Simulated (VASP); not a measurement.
Energy against volume of Ag (fcc). Level of theory: PBE GGA, VASP's PBE PAW potentials (set 64) (plane waves; VASP).

| V (Å³/atom) | E (eV/atom) |
|---|---|
| 16.740 | -2.69196 |
| 17.275 | -2.70810 |
| 17.809 | -2.71302 |
| 18.343 | -2.70888 |
| 18.877 | -2.69773 |

**Question.** Fit a third-order Birch-Murnaghan equation of state.

**Answer.** 
```json
{
  "volume_per_atom": "17.81 Å³/atom",
  "bulk_modulus": "89.2 GPa",
  "pressure_derivative_of_the_bulk_modulus": "6.74",
  "lattice_constant_a": "4.146 Å"
}
```

Measured: bulk modulus 110 GPa at 0 K (computed value off by -18.9 %), as given by H. Levämäki et al., Physical Review B (2014), arXiv:1402.3671 [corrected for temperature and zero-point phonon effects]; a 4.062 Å at 0 K (computed value off by +2.1 %), as given by Daniel Mejia-Rodriguez et al., Physical Review B (2018), arXiv:1807.09216 [static lattice: zero-point anharmonic expansion removed].

The compound is Ag in the fcc structure. It was relaxed first.
